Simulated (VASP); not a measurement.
Sn2GeO3, 6 atoms in the cell. It takes space group P-3m1 (No. 164, trigonal). Conventional cell: a = 3.585 Å, b = 3.585 Å, c = 8.780 Å, α = 90.00°, β = 90.00°, γ = 120.00°. Sn (site symmetry 3m) is surrounded by 6 O at 2.53 to 2.54 Å. Around Ge (site symmetry -3m) lie 6 O at 2.54 Å. Around O (site symmetry 3m) lie 3 Sn at 2.53 Å and 3 Ge at 2.54 Å. Around O (site symmetry -3m) lie 6 Sn at 2.54 Å. The cell was built by a generator and needn't be a form met in nature.

* Program: VASP 6.6.1
* Task: relaxation of cell and atoms
* Functional: PBE
* Potentials or basis: VASP PAW PBE potentials, release 64 (Sn_d, Ge_d, O)
* Cutoff: 520 eV
* k mesh: 5 × 5 × 2
* Occupations: gaussian, width 0.15 eV
* Spin: no spin polarisation
* Further INCAR settings: PREC = Normal; ALGO = Fast; EDIFF = 0.0001; IBRION = 2; EDIFFG = -0.08; NSW = 24; ISIF = 3

Potentials or basis: VASP PAW PBE potentials, release 64 (Sn_d, Ge_d, O).

Run with:

```bash
$ cat potpaw_PBE.64/Sn_d/POTCAR potpaw_PBE.64/Ge_d/POTCAR potpaw_PBE.64/O/POTCAR > POTCAR
$ mpirun -np 2 vasp_std > vasp.out
```

Hardware: 2 MPI ranks on Intel(R) Xeon(R) Platinum 8488C (Sapphire Rapids) (shared host).

Problem. How long does it take, and how much memory?

Solution. It took 71 s on 2 MPI ranks on Intel(R) Xeon(R) Platinum 8488C (Sapphire Rapids), on a shared host, peak memory 0.16 GiB a rank. Counts: scf iterations 95, k points 10, ion steps 10.
